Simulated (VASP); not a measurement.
Calculation: PBEsol GGA, VASP's PBE PAW potentials (set 64) (plane waves; VASP).

A VASP calculation is set up with these files.

### INCAR
```
IBRION = 2   # conjugate gradients
LREAL = .FALSE.
EDIFF = 1E-7   # SCF stop (eV)
NSW = 40   # most ionic steps
ISMEAR = 1   # Methfessel-Paxton
LCHARG = .FALSE.
LASPH = .TRUE.   # aspherical one-centre terms
NELM = 100   # most electronic steps
SYSTEM = Bi
LWAVE = .FALSE.
LMAXMIX = 4   # l cut-off of mixed one-centre charges
SIGMA = 0.1   # width (eV)
ALGO = Normal   # blocked Davidson
ISIF = 3   # ions, shape and volume
PSTRESS = 50
GGA = PS   # PBEsol
ENCUT = 480   # plane-wave cut-off (eV)
PREC = Accurate
EDIFFG = -0.01   # ionic stop
```

### KPOINTS
```
Automatic mesh
0
Gamma
12 12 12
0 0 0
```

POSCAR:
```
Bi
1
    0.0000000000     2.4129418129     2.4129418129
    2.4129418129    -0.0000000000     2.4129418129
    2.4129418129     2.4129418129     0.0000000000
Bi
1
Direct
  0.0000000000   1.0000000000   0.0000000000
```

POTCAR, in this order: Bi_d (PBE.64 set). Program: vasp_std.

Output of the run:

File OSZICAR:
```
       N       E                     dE             d eps       ncg     rms          rms(c)
DAV:   1     0.103449538310E+03    0.10345E+03   -0.77447E+03  1609   0.153E+03
DAV:   2     0.988012309597E+00   -0.10246E+03   -0.99989E+02  1617   0.350E+02
DAV:   3    -0.402830385763E+01   -0.50163E+01   -0.49462E+01  1865   0.862E+01
DAV:   4    -0.414259129067E+01   -0.11429E+00   -0.11410E+00  1843   0.140E+01
DAV:   5    -0.414808390528E+01   -0.54926E-02   -0.54903E-02  2018   0.274E+00    0.473E-01
DAV:   6    -0.414050021389E+01    0.75837E-02   -0.10724E-02  1958   0.176E+00    0.256E-01
DAV:   7    -0.413808425751E+01    0.24160E-02   -0.62865E-03  1878   0.133E+00    0.742E-02
DAV:   8    -0.413798310577E+01    0.10115E-03   -0.39110E-04  1899   0.382E-01    0.864E-03
DAV:   9    -0.413797976993E+01    0.33358E-05   -0.10782E-05  1966   0.578E-02    0.354E-03
DAV:  10    -0.413797896388E+01    0.80605E-06   -0.10720E-06  2230   0.136E-02    0.521E-04
DAV:  11    -0.413797887528E+01    0.88601E-07   -0.30059E-08  1020   0.313E-03
   1 F= -.32611195E+01 E0= -.32606811E+01  d E =-.326112E+01
```

OUTCAR:
```
------------------------ aborting loop because EDIFF is reached ----------------------------------------
  FORCE on cell =-STRESS in cart. coord.  units (eV):
  Direction    XX          YY          ZZ          XY          YZ          ZX
  --------------------------------------------------------------------------------------
  Total        0.8739308      0.8739308      0.8739308     -0.0000000     -0.0000000      0.0000000
  in kB       49.8330045     49.8330045     49.8330045     -0.0000000     -0.0000000      0.0000000
  external PRESSURE =      -0.1669955 kB  Pullay stress =      50.0000000 kB
  volume of cell :       28.10
      direct lattice vectors                 reciprocal lattice vectors
     0.000000000  2.412941813  2.412941813    -0.207215938  0.207215938  0.207215938
     2.412941813  0.000000000  2.412941813     0.207215938 -0.207215938  0.207215938
     2.412941813  2.412941813  0.000000000     0.207215938  0.207215938 -0.207215938
 POSITION                                       TOTAL-FORCE (eV/Angst)
 -----------------------------------------------------------------------------------
      0.00000      0.00000      0.00000         0.000000     -0.000000      0.000000
 -----------------------------------------------------------------------------------
    total drift:                               -0.000000     -0.000000     -0.000000
  FREE ENERGIE OF THE ION-ELECTRON SYSTEM (eV)
  ---------------------------------------------------
  free  energy   TOTEN  =        -4.1379788753 eV

  energy  without entropy=       -4.1366636872  energy(sigma->0) =       -4.13754048
  enthalpy is  TOTEN    =        -3.2611194688 eV   P V=        0.8768594065

 reached required accuracy - stopping structural energy minimisation
```
(Selected blocks of OUTCAR.)

The structure was generated: Bi was put into the fcc type (Fm-3m), which need not be its known phase. It was relaxed first under an external pressure of 5 GPa.
